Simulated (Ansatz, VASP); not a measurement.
# Cross-check of Ca2C between VASP and Ansatz

Aim: how closely do two programs agree when they are given the same cell, functional and k mesh? The cell is generated by rule, not measured, and may not be a known phase. The cell is taken from a series of runs on this material, whose earlier steps may have relaxed, scaled, displaced or heated it; both programs get it as it stands. Other levels of theory on this material are compared in a session of their own.

Program: Ansatz 0.2.0. Level of theory: plane waves, with VASP 6.6.1 beside it; zone-centre phonons at PBEsol. Results are calculated unless marked as measured.

The structure was built from a prototype and need not be the compound's stable phase.

## 1. The starting structure

It takes space group Fm-3m (No. 225, cubic). Conventional cell: a = 6.205 Å, b = 6.205 Å, c = 6.205 Å, α = 90.00°, β = 90.00°, γ = 90.00°. Nearest to C lie 8 Ca at 2.69 Å. Nearest to Ca lie 4 C at 2.69 Å. Farther neighbours are not listed.

## 2. VASP: zone-centre phonons, PBEsol

Second derivatives magnify differences that forces hide, and they need a tight electronic threshold.

Lines of VASP's logs that name or quote its potential files are left out, and so is its time.

Contents of INCAR:

```
SYSTEM = Ca2C
PREC = Accurate
ENCUT = 600
EDIFF = 1E-08
NELM = 120
ISMEAR = 0
SIGMA = 0.01
LREAL = .FALSE.
ALGO = Normal
GGA = PS
NBANDS = 18
LORBIT = 11
LWAVE = .FALSE.
LCHARG = .FALSE.
ISIF = 2
IBRION = 8
LASPH = .TRUE.
GGA_COMPAT = .FALSE.
EFERMI = MIDGAP
KPAR = 2
```

Contents of POSCAR:

```
Ca2C
1.0
    0.0000000000      3.1025879259      3.1025879259
    3.1025879259      0.0000000000      3.1025879259
    3.1025879259      3.1025879259      0.0000000000
C Ca
1 2
Direct
    0.0000000000      0.0000000000      0.0000000000
    0.2500000000      0.2500000000      0.2500000000
    0.7500000000      0.7500000000      0.7500000000
```

Contents of KPOINTS:

```
Automatic mesh
0
Gamma
12 12 12
0 0 0
```

PAW data sets: C and Ca_sv (PBE family, release 64).

Run with:

```bash
$ mpirun -np 2 vasp_std
```

Numbers of over 12 decimals in the logs are rounded to 6 here.

The program printed:

```text
[banner, memory and clock lines left out]
running    2 mpi-ranks, on    1 nodes
 distrk:  each k-point on    1 cores,    2 groups
 distr:  one band on    1 cores,    1 groups

 POSCAR found type information on POSCAR C Ca
 POSCAR found :  2 types and       3 ions
|                                                                             |
|               ----> ADVICE to this user running VASP <----                  |
|                                                                             |
|     You enforced a specific xc type in the INCAR file but a different       |
|     [... a line on the potential file left out ...]
|     I HOPE YOU KNOW WHAT YOU ARE DOING!                                     |
|                                                                             |

 LDA part: xc-table for (Slater+PW92), standard interpolation
 POSCAR, INCAR and KPOINTS ok, starting setup
 FFT: planning ... GRIDC
 FFT: planning ... GRID_SOFT
 FFT: planning ... GRID
 WAVECAR not read
 entering main loop
       N       E                     dE             d eps       ncg     rms          rms(c)
DAV:   1     0.218226231911E+03    0.21823E+03   -0.13409E+04  2592   0.145E+03
DAV:   2     0.753787800119E+00   -0.21747E+03   -0.21429E+03  2632   0.385E+02
DAV:   3    -0.150068154850E+02   -0.15761E+02   -0.15617E+02  4858   0.804E+01
DAV:   4    -0.154962069492E+02   -0.48939E+00   -0.48887E+00  3710   0.143E+01
DAV:   5    -0.155123725549E+02   -0.16166E-01   -0.16164E-01  4236   0.177E+00    0.865E+00
DAV:   6    -0.132424336297E+02    0.22699E+01   -0.23597E+01  3102   0.133E+01    0.393E+00
DAV:   7    -0.130448316577E+02    0.19760E+00   -0.18305E+00  3102   0.553E+00    0.180E+00
DAV:   8    -0.129935418693E+02    0.51290E-01   -0.18475E-01  3276   0.287E+00    0.373E-01
DAV:   9    -0.129915687276E+02    0.19731E-02   -0.21806E-02  3860   0.640E-01    0.184E-01
DAV:  10    -0.129916906209E+02   -0.12189E-03   -0.13938E-03  3740   0.250E-01    0.396E-02
DAV:  11    -0.129916877330E+02    0.28879E-05   -0.28570E-04  3858   0.783E-02    0.254E-02
DAV:  12    -0.129916756941E+02    0.12039E-04   -0.96208E-05  3510   0.555E-02    0.337E-03
DAV:  13    -0.129916761571E+02   -0.46304E-06   -0.32485E-06  3990   0.114E-02    0.141E-03
DAV:  14    -0.129916760174E+02    0.13972E-06   -0.14833E-07  3576   0.246E-03    0.426E-04
DAV:  15    -0.129916760414E+02   -0.23992E-07   -0.15027E-08  2658   0.768E-04    0.444E-04
DAV:  16    -0.129916760093E+02    0.32074E-07   -0.26325E-09  1902   0.512E-04    0.193E-04
DAV:  17    -0.129916759889E+02    0.20448E-07   -0.11304E-09  1754   0.280E-04    0.500E-05
DAV:  18    -0.129916759860E+02    0.28649E-08   -0.26475E-10  1738   0.143E-04
   1 F= -.12991676E+02 E0= -.12991676E+02  d E =-.647636E-31
 Linear response reoptimize wavefunctions to high precision
DAV:   1    -0.129916759829E+02    0.31146E-08   -0.16260E-10  1838   0.868E-05
DAV:   2    -0.129916759829E+02   -0.39108E-10   -0.56872E-11  1716   0.478E-05
 Linear response DOF=           2
 Linear response progress:
  Degree of freedom:   1/  2
       N       E                     dE             d eps       ncg     rms          rms(c)
RMM:   1    -0.118969441355E+00   -0.11897E+00    0.10316E-02 11688   0.122E+00
RMM:   2    -0.115583767698E+00    0.33857E-02   -0.60696E-03 11495   0.309E-01    0.106E-01
RMM:   3    -0.115731681473E+00   -0.14791E-03   -0.12606E-03 10156   0.161E-01    0.502E-02
RMM:   4    -0.116288734688E+00   -0.55705E-03   -0.61053E-04 11094   0.117E-01    0.148E-02
RMM:   5    -0.116177340423E+00    0.11139E-03   -0.11767E-04 11487   0.387E-02    0.371E-03
RMM:   6    -0.116213577090E+00   -0.36237E-04   -0.24914E-05 12505   0.154E-02    0.129E-03
RMM:   7    -0.116198235325E+00    0.15342E-04   -0.55124E-06 12816   0.708E-03    0.600E-04
RMM:   8    -0.116203746537E+00   -0.55112E-05   -0.78947E-07 14305   0.320E-03    0.299E-04
RMM:   9    -0.116205723509E+00   -0.19770E-05    0.15912E-06 14207   0.149E-03    0.648E-05
RMM:  10    -0.116205633481E+00    0.90028E-07   -0.19203E-06 14884   0.710E-04    0.527E-05
RMM:  11    -0.116205719133E+00   -0.85652E-07    0.87211E-07 14773   0.349E-04    0.457E-05
RMM:  12    -0.116205641990E+00    0.77143E-07   -0.34444E-07 14918   0.188E-04    0.216E-05
RMM:  13    -0.116205425361E+00    0.21663E-06   -0.81805E-08 14582   0.111E-04    0.102E-05
RMM:  14    -0.116205404829E+00    0.20532E-07   -0.13786E-07 14991   0.739E-05    0.654E-06
RMM:  15    -0.116205375345E+00    0.29484E-07    0.43742E-09 14431   0.571E-05    0.209E-06
RMM:  16    -0.116205375648E+00   -0.30304E-09   -0.76124E-08 14842   0.476E-05    0.167E-06
 first order change of Fermi-energy   0.49802E-03
 force on displaced ion       1 direction 1 :  -2.480   0.000   0.000
 Linear response progress:
  Degree of freedom:   2/  2
       N       E                     dE             d eps       ncg     rms          rms(c)
RMM:   1    -0.454737734277E+00   -0.45474E+00    0.18636E+00 10670   0.131E+01
RMM:   2    -0.401913056976E+00    0.52825E-01   -0.13041E-01 15982   0.259E+00    0.152E-01
RMM:   3    -0.402908011872E+00   -0.99495E-03   -0.22585E-02 19743   0.817E-01    0.115E-01
RMM:   4    -0.403775056591E+00   -0.86704E-03   -0.38493E-03 23665   0.312E-01    0.729E-02
RMM:   5    -0.403791859573E+00   -0.16803E-04   -0.81014E-04 23280   0.142E-01    0.503E-03
RMM:   6    -0.403816235372E+00   -0.24376E-04   -0.26937E-04 23346   0.615E-02    0.942E-03
RMM:   7    -0.403790209043E+00    0.26026E-04   -0.89887E-05 24145   0.355E-02    0.242E-03
RMM:   8    -0.403778967057E+00    0.11242E-04   -0.51322E-05 24226   0.207E-02    0.893E-04
RMM:   9    -0.403780735460E+00   -0.17684E-05   -0.28087E-05 25384   0.133E-02    0.129E-03
RMM:  10    -0.403777367940E+00    0.33675E-05   -0.19472E-05 24330   0.945E-03    0.585E-04
RMM:  11    -0.403778335734E+00   -0.96779E-06   -0.13958E-05 26093   0.710E-03    0.752E-04
RMM:  12    -0.403778275528E+00    0.60206E-07   -0.12383E-05 23610   0.582E-03    0.527E-04
RMM:  13    -0.403775855942E+00    0.24196E-05   -0.89564E-06 22225   0.516E-03    0.329E-04
RMM:  14    -0.403776991074E+00   -0.11351E-05   -0.74962E-06 22396   0.424E-03    0.114E-04
[...]
RMM:  22    -0.403779517315E+00   -0.38575E-07   -0.19108E-06 26111   0.131E-03    0.989E-05
RMM:  23    -0.403779557940E+00   -0.40625E-07   -0.15881E-06 25164   0.116E-03    0.115E-04
RMM:  24    -0.403779586393E+00   -0.28453E-07   -0.13426E-06 25308   0.103E-03    0.130E-04
RMM:  25    -0.403779608103E+00   -0.21710E-07   -0.11264E-06 25028   0.923E-04    0.143E-04
RMM:  26    -0.403779628472E+00   -0.20368E-07   -0.94815E-07 24661   0.827E-04    0.155E-04
RMM:  27    -0.403779643581E+00   -0.15109E-07   -0.79901E-07 24411   0.743E-04    0.165E-04
RMM:  28    -0.403779656265E+00   -0.12684E-07   -0.67752E-07 24201   0.670E-04    0.175E-04
RMM:  29    -0.403779668837E+00   -0.12571E-07   -0.57461E-07 24194   0.605E-04    0.183E-04
 first order change of Fermi-energy   0.10604E+00
 force on displaced ion       2 direction 1 :  -4.373  -0.000  -0.000
 Linear response finished
```

Parts of OUTCAR (step 2):

```text
ion  position               nearest neighbor table
   1  0.000  0.000  0.000-
   2  0.250  0.250  0.250-   3 3.10   3 3.10   3 3.10   3 3.10   3 3.10   3 3.10
   3  0.750  0.750  0.750-   2 3.10   2 3.10   2 3.10   2 3.10   2 3.10   2 3.10

  LATTYP: Found a face centered cubic cell.
 ALAT       =     6.2051758518

 Subroutine GETGRP returns: Found 48 space group operations
 (whereof 48 operations were pure point group operations)

The static configuration has the point symmetry O_h .

 Found     72 irreducible k-points:

   k-points           NKPTS =     72   k-points in BZ     NKDIM =     72   number of bands    NBANDS=     18

   dimension x,y,z NGX =    36 NGY =   36 NGZ =   36
   dimension x,y,z NGXF=    72 NGYF=   72 NGZF=   72

   ENCUT  =  600.0 eV  44.10 Ry    6.64 a.u.   8.76  8.76  8.76*2*pi/ulx,y,z

   NELECT =      24.0000    total number of electrons

 k-points in reciprocal lattice and weights: Automatic mesh
   0.00000000  0.00000000  0.00000000       0.001
   0.08333333  0.00000000  0.00000000       0.005
   0.16666667  0.00000000  0.00000000       0.005
   0.25000000  0.00000000  0.00000000       0.005
   0.33333333  0.00000000  0.00000000       0.005
   0.41666667  0.00000000  0.00000000       0.005
   0.50000000  0.00000000  0.00000000       0.002
   0.08333333  0.08333333  0.00000000       0.003
   0.16666667  0.08333333  0.00000000       0.014
[...]
-0.33333333  0.50000000  0.16666667       0.007
  -0.25000000  0.50000000  0.25000000       0.003

 average (electrostatic) potential at core
       1 -49.8368       2 -45.3640       3 -45.3640

  Total        0.0847219      0.0847219      0.0847219      0.0000000      0.0000000     -0.0000000
  in kB        2.2725004      2.2725004      2.2725004      0.0000000      0.0000000     -0.0000000
  external PRESSURE =       2.2725004 kB  Pullay stress =       0.0000000 kB

  energy-cutoff  :      600.00
  volume of cell :       59.73
      direct lattice vectors                 reciprocal lattice vectors
     0.000000000  3.102587926  3.102587926    -0.161155787  0.161155787  0.161155787
     3.102587926  0.000000000  3.102587926     0.161155787 -0.161155787  0.161155787
     3.102587926  3.102587926  0.000000000     0.161155787  0.161155787 -0.161155787

 POSITION                                       TOTAL-FORCE (eV/Angst)
 -----------------------------------------------------------------------------------
      0.00000      0.00000      0.00000        -0.000000     -0.000000     -0.000000
      1.55129      1.55129      1.55129         0.000000      0.000000      0.000000
      4.65388      4.65388      4.65388        -0.000000     -0.000000     -0.000000
 -----------------------------------------------------------------------------------
    total drift:                                0.000000      0.000000      0.000000

 Eigenvectors and eigenvalues of the dynamical matrix
 ----------------------------------------------------

   1 f  =    7.618039 THz    47.865553 2PiTHz  254.110442 cm-1    31.505665 meV
             X         Y         Z           dx          dy          dz
      0.000000  0.000000  0.000000     0.439945    0.796019    0.206109
      1.551294  1.551294  1.551294    -0.120424   -0.217890   -0.056417
      4.653882  4.653882  4.653882    -0.120424   -0.217890   -0.056417

   2 f  =    7.618039 THz    47.865553 2PiTHz  254.110442 cm-1    31.505665 meV
             X         Y         Z           dx          dy          dz
      0.000000  0.000000  0.000000    -0.099699   -0.180391    0.909504
      1.551294  1.551294  1.551294     0.027290    0.049377   -0.248953
      4.653882  4.653882  4.653882     0.027290    0.049377   -0.248953

   3 f  =    7.618039 THz    47.865553 2PiTHz  254.110442 cm-1    31.505665 meV
             X         Y         Z           dx          dy          dz
      0.000000  0.000000  0.000000     0.816203   -0.451100    0.000000
      1.551294  1.551294  1.551294    -0.223414    0.123477   -0.000000
      4.653882  4.653882  4.653882    -0.223414    0.123477    0.000000

   4 f  =    6.765484 THz    42.508792 2PiTHz  225.672269 cm-1    27.979783 meV
             X         Y         Z           dx          dy          dz
      0.000000  0.000000  0.000000     0.000000    0.000000   -0.000000
      1.551294  1.551294  1.551294     0.157716   -0.360446   -0.587541
      4.653882  4.653882  4.653882    -0.157716    0.360446    0.587541

   5 f  =    6.765484 THz    42.508792 2PiTHz  225.672269 cm-1    27.979783 meV
             X         Y         Z           dx          dy          dz
      0.000000  0.000000  0.000000    -0.000000    0.000000    0.000000
      1.551294  1.551294  1.551294    -0.290090    0.512040   -0.391998
      4.653882  4.653882  4.653882     0.290090   -0.512040    0.391998

   6 f  =    6.765484 THz    42.508792 2PiTHz  225.672269 cm-1    27.979783 meV
             X         Y         Z           dx          dy          dz
      0.000000  0.000000  0.000000     0.000000   -0.000000    0.000000
      1.551294  1.551294  1.551294    -0.625279   -0.328471    0.033665
      4.653882  4.653882  4.653882     0.625279    0.328471   -0.033665

   7 f/i=    0.000039 THz     0.000246 2PiTHz    0.001307 cm-1     0.000162 meV
             X         Y         Z           dx          dy          dz
      0.000000  0.000000  0.000000     0.013231   -0.352578    0.076385
      1.551294  1.551294  1.551294     0.024169   -0.644040    0.139529
      4.653882  4.653882  4.653882     0.024169   -0.644040    0.139529

   8 f/i=    0.000039 THz     0.000246 2PiTHz    0.001307 cm-1     0.000162 meV
             X         Y         Z           dx          dy          dz
      0.000000  0.000000  0.000000    -0.360746   -0.013538    0.000000
      1.551294  1.551294  1.551294    -0.658960   -0.024729   -0.000000
      4.653882  4.653882  4.653882    -0.658960   -0.024729    0.000000

   9 f/i=    0.000039 THz     0.000246 2PiTHz    0.001307 cm-1     0.000162 meV
             X         Y         Z           dx          dy          dz
      0.000000  0.000000  0.000000    -0.002865    0.076331    0.352827
      1.551294  1.551294  1.551294    -0.005232    0.139431    0.644493
      4.653882  4.653882  4.653882    -0.005232    0.139431    0.644493

 ELASTIC MODULI CONTR FROM IONIC RELAXATION (kBar)
 Direction    XX          YY          ZZ          XY          YZ          ZX
 --------------------------------------------------------------------------------
 XX          -0.0000      0.0000     -0.0000     -0.0000     -0.0000     -0.0000
 YY           0.0000     -0.0000      0.0000     -0.0000     -0.0000      0.0000
 ZZ          -0.0000      0.0000     -0.0000      0.0000     -0.0000     -0.0000
 XY          -0.0000     -0.0000      0.0000     -1.1398      0.0000     -0.0000
 YZ          -0.0000     -0.0000     -0.0000      0.0000     -1.1398     -0.0000
 ZX          -0.0000      0.0000     -0.0000     -0.0000      0.0000     -1.1398
 --------------------------------------------------------------------------------
```

(Part 1 of 2 ends here.)

[Lines on the potential files, build, host, timing and source positions are cut from VASP's logs without a mark.]

[Logs are printed without paths, hosts, clocks, repeated set-up lines and the standing remarks that a program may print on its own settings, such as how far it seeks lower states.]

[Hosts, paths, dates, database ids (printed as entryN), source tags and the programs' standing remarks are cut or masked in the printed files.]
